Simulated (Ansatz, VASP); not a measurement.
## Cross-check of FeSi2 (Linzhiite) between VASP and Ansatz

Aim: how closely do two programs agree when they are given the same cell, functional and k mesh? The cell is taken from a series of runs on this material, whose earlier steps may have relaxed, scaled, displaced or heated it; both programs get it as it stands.

Program: Ansatz 0.2.0. Level of theory: plane waves, with VASP 6.6.1 beside it; zone-centre phonons at LDA. Results are calculated unless marked as measured.

**1. The starting structure**

Symmetry: P4/mmm, No. 123, tetragonal system. Conventional cell: a = 2.679 Å, b = 2.679 Å, c = 5.091 Å, α = 90.00°, β = 90.00°, γ = 90.00°. Si has 1 Si at 2.33 Å and 4 Fe at 2.34 Å nearest. Fe has 8 Si at 2.34 Å nearest. Farther neighbours are not listed.

**2. Ansatz: zone-centre phonons, LDA**

Ansatz runs on its PAW soft_1 files.

Second derivatives magnify differences that forces hide, and they need a tight electronic threshold.

input.yaml

```yaml
crystal:
  lattice:
    - [2.6788624002, 0.0, 0.0]
    - [0.0, 2.6788624002, 0.0]
    - [0.0, 0.0, 5.0914231324]
  atoms:
    - { symbol: Si, position: [0.5, 0.5, 0.2707612221] }
    - { symbol: Si, position: [0.5, 0.5, 0.7292387779] }
    - { symbol: Fe, position: [0.0, 0.0, 0.0] }
kpoints:
  mp_grid: { grid: [16, 16, 8] }
hamiltonian:
  xc: lda
  pseudopotentials: { kind: paw, azcp: { folder: soft_1 }, xc_functional: pbe }
scf:
  occupations: { method: methfessel_paxton, width: 0.2 }
output:
  eigenvalues: true
phonons:
  method: dfpt
```

Command:

```sh
ansatz run input.yaml --threads 4 --pin off --max-ram 10240MiB --backend cpu --events-out ev --progress --plain --runs-dir out
```

Numbers of over 12 decimals in the logs are rounded to 6 here.

Log:

```text
zone centre: on kpoints.mp_grid the ground state, and the responses unless they are solved on pairs of k-points, stand on 405 of the mesh's 2048 k-points, reduced under 4 symmetry operations, with k and −k counted as one. Each operation leaves every solved displacement unchanged or reverses it
Engine: ansatz 0.2.0, x86_64-unknown-linux-gnu
Pseudopotentials: kind: paw
Pseudopotential: Si, paw, valence charge 4, recommended cutoff 420 eV (normal), soft_1/Si.paw.azcp
Pseudopotential: Fe, paw, valence charge 16, recommended cutoff 420 eV (normal), soft_1/Fe.paw.azcp
Functional definition: SPW92
  exchange = slater_x
  correlation = pw_c
Crystal: 3 atoms, lattice volume = 36.538 Å³
Basis set: ecut = 420 eV, 741 PW (Γ), exchange–correlation on 36×36×72 points (8 copies of the dense FFT grid, shifted against one another)
Bands: 16, of which v1, the nominal top of the filled ones, is band 12 counted from 1 (11 counted from 0)
Symmetry: 16 space group operations
k-points: 405 of 2048 (irreducible under 4 space group operations, time reversal used)
Non-local potential: Si, projectors of the file, l = 0: 2, l = 1: 2, l = 2: 1
Non-local potential: Fe, projectors of the file, l = 0: 3, l = 1: 2, l = 2: 3, l = 3: 1
PAW form: soft (Blöchl's): semilocal exchange-correlation on the pseudo side does not see the compensation charge
PAW frozen core: Si, regenerated for the run's functional, and the local potential with it (the file was generated under x = pbe(κ = 0.804, μ = 0.219515), c = pbe(β = 0.066725))
PAW frozen core: Fe, regenerated for the run's functional, and the local potential with it (the file was generated under x = pbe(κ = 0.804, μ = 0.219515), c = pbe(β = 0.066725))
PAW one-centre angular grid: Si, 110 points (default); XC on 64 Gauss nodes
PAW one-centre angular grid: Fe, 590 points (default); XC on 64 Gauss nodes
Initial density: superposition of atomic densities (chi_scale 0.1, normalization cell, long waves kept (reshape's long-wave potential 0.00 eV rms))
Initial wavefunctions: pseudopotential atomic-orbital guess
Functional: x = slater, c = lda
SCF iter   1: F=—  HF=-5640.713903 eV  |F-HF|=—  |Δ(HF+E_count)|=         —  Δρ=1.30e-1  dr2=1.33e1  ethr=3.10e-3  ⟨swp⟩=5.1  Hψ=34481  notcnv=0
preconditioner: auto → none  [metal: Δε(μ)=0.007 eV  Ē_g=8.112 eV  σ=0.200 eV  W_gap=0.03  n_scr=8 (ndim 8)  ℏωp=24.6 eV  f_vac=0.000  D(μ)=1.82/eV (n_scr^D=16)  sad-step TF]
SCF iter   2: F=—  HF=-5640.411724 eV  |F-HF|=—  |Δ(HF+E_count)|=   3.02e-1  S|Δr|=    0.00e0  Δρ=1.45e-1  dr2=1.34e1  ethr=3.10e-3  ⟨swp⟩=2.0  Hψ=11101  notcnv=0
SCF iter   3: F=—  HF=-5639.072251 eV  |F-HF|=—  |Δ(HF+E_count)|=    1.34e0  S|Δr|=    0.00e0  Δρ=5.46e-2  dr2=1.19e0  ethr=3.10e-3  ⟨swp⟩=3.1  Hψ=12151  notcnv=0
SCF iter   4: F=—  HF=-5638.937707 eV  |F-HF|=—  |Δ(HF+E_count)|=   1.35e-1  S|Δr|=    0.00e0  Δρ=1.11e-2  dr2=1.14e-1  ethr=3.10e-3  ⟨swp⟩=2.5  Hψ=12922  notcnv=0
SCF iter   5: F=—  HF=-5638.900169 eV  |F-HF|=—  |Δ(HF+E_count)|=   3.75e-2  S|Δr|=    0.00e0  Δρ=3.27e-3  dr2=2.31e-3  ethr=4.75e-4  ⟨swp⟩=2.0  Hψ=10744  notcnv=0
SCF iter   6: F=—  HF=-5638.899958 eV  |F-HF|=—  |Δ(HF+E_count)|=   2.10e-4  S|Δr|=    0.00e0  Δρ=4.62e-4  dr2=2.03e-5  ethr=9.62e-6  ⟨swp⟩=2.1  Hψ=9471  notcnv=0
SCF iter   7: F=—  HF=-5638.899954 eV  |F-HF|=—  |Δ(HF+E_count)|=   4.00e-6  S|Δr|=    0.00e0  Δρ=1.10e-4  dr2=1.99e-6  ethr=8.45e-8  ⟨swp⟩=2.0  Hψ=11334  notcnv=0
SCF iter   8: F=—  HF=-5638.899952 eV  |F-HF|=—  |Δ(HF+E_count)|=   2.42e-6  S|Δr|=    0.00e0  Δρ=1.61e-5  dr2=3.92e-8  ethr=8.28e-9  ⟨swp⟩=2.2  Hψ=9309  notcnv=0
SCF iter   9: F=—  HF=-5638.899952 eV  |F-HF|=—  |Δ(HF+E_count)|=   1.26e-9  S|Δr|=    0.00e0  Δρ=2.17e-6  dr2=5.78e-10  ethr=1.63e-10  ⟨swp⟩=2.5  Hψ=11453  notcnv=0
SCF iter  10: F=-5638.899952 eV  HF=-5638.899952 eV  |F-HF|=2.73e-12  |Δ(HF+E_count)|=  7.91e-11  S|Δr|=    0.00e0  Δρ=1.92e-7  dr2=5.40e-12  ethr=1.00e-12  ⟨swp⟩=5.0  Hψ=32313  notcnv=0
the search or the solves at the SCF's close seem to have found levels that the self-consistency loop had missed (the run counts 1). By its estimate they hold under 1e-12 electrons; where the run keeps them, the occupations were computed again with them
SCF 1 converged in 10 iterations: F = -5638.899952 eV  dr2 = 5.40e-12
  greatest PAW one-centre occupation: 1.001 electrons in one spin orbital (limit 2), on the Fe atom at site 2 (counted from 0), in its partial waves of l = 1
DFPT response loops at Γ: preconditioner auto → Kerker (q_TF=auto, 2.544 Å⁻¹) (partly filled bands, converged f_vac=0.000); β = 1.00, the filter's whole step (`scf.mixing.beta` (0.50) is not read by the response loops under this deck's `scf.mixing.preconditioner`; to damp them name `kerker` or `kerker_dos`, under which they read `scf.mixing.beta`, and type it under 1.00, their step now; both keys bind the ground state too); Broyden in place of MSR1
SCF converged after 10 iterations
Stability not checked: this state was not tested for a lower state beside it, because cold or Methfessel-Paxton smearing, or corrected tetrahedra, fill the levels in a way that the test cannot read (fill_not_monotonic; see scf.lower_state_search)
Free energy (F): -5638.899952 eV
Harris-Foulkes:  -5638.899952 eV  (|F-HF|=2.73e-12)
Internal energy: -5638.901052 eV  (E = F + TS)
E sigma→0 (E₀):  -5638.900227 eV
Entropy (-TS):   0.001100 eV (0.367 meV/atom)
Fermi energy:    14.217196 eV
Step filling:    the computed levels leave a gap of 0.0047 eV = 0.0 smearing widths at the electron count; against every level under it full and every level over it empty, smearing changes F+E_penalty+E_count by +0.717 meV and its σ→0 estimate by +0.442 meV
--- Per-component energies (eV) ---
  E_band       = -223.532528
  E_kinetic    = 427.771076
  E_local      = -3556.876988  (includes V_loc(G=0)·N_el)
  E_nonlocal   = 339.100358
  E_hartree    = 1571.962088
  E_xc         = -228.028779
  E_vxc        = -246.049192  (∫ρ·V_xc dr)
  E_paw        = -2292.024939  (= ΣΔE_a)
  E_vpaw       = -331.401119  (= ΣTr[D̂ρ^β])
  E_aug_tail   = -0.000734  (compensation charges beyond the density's cutoff)
  E_ewald      = -1901.373331
  E_core_change = 0.570198  (= ΣΔE_core)
  E_smearing   = 0.001100  (= −TS)
  E_closure    = -0.000000  (closes the sum)
  Σ components = -5638.899952   (vs F -5638.899952, Δ=0.00e0)
--- Band table (eV; the first three rows and the last of 405) ---
  k-point 0: bands = [... 8 lower, 12.5509, 12.6666, 12.6666, 13.5722, 18.7233, 18.7233, 20.8229, 21.4266]
  k-point 1: bands = [... 8 lower, 12.5175, 12.6596, 12.6596, 13.5722, 18.8243, 18.8243, 19.8139, 21.2370]
  k-point 2: bands = [... 8 lower, 12.3961, 12.6430, 12.6430, 13.5724, 18.3643, 19.1152, 19.1152, 20.9264]
  k-point 404: bands = [... 8 lower, 10.9138, 10.9138, 12.3988, 14.3523, 14.6440, 14.6440, 15.4375, 17.0960]
--- Phonons (Γ-DFPT): 4 representative perturbations + reference, on 405 of 2048 k-points (Σ response iterations 14) ---
  k mesh reduced under 4 symmetry operations, with k and −k counted as one. Each operation leaves every solved displacement unchanged or reverses it
  ASR residual: 1.005e-4 → 0.000e0 eV/Å²; symmetrization residual: 1.578e-6 eV/Å²
  ASR residual per site (eV/Å²): 3.84e-5 3.84e-5 1.01e-4
  Γ frequencies (cm⁻¹): 0.00 0.00 0.00 226.54 226.54 282.92 282.92 356.45 549.31
  non-analytic LO–TO correction: not included (Born effective charges unavailable; polar crystals: no LO–TO splitting at Γ)
```

(Continued in part 2 of 2.)

[Lines on the potential files, build, host, timing and source positions are cut from VASP's logs without a mark.]

[Logs are printed without paths, hosts, clocks, repeated set-up lines and the standing remarks that a program may print on its own settings, such as how far it seeks lower states.]

[Hosts, paths, dates, database ids (printed as entryN), source tags and the programs' standing remarks are cut or masked in the printed files.]
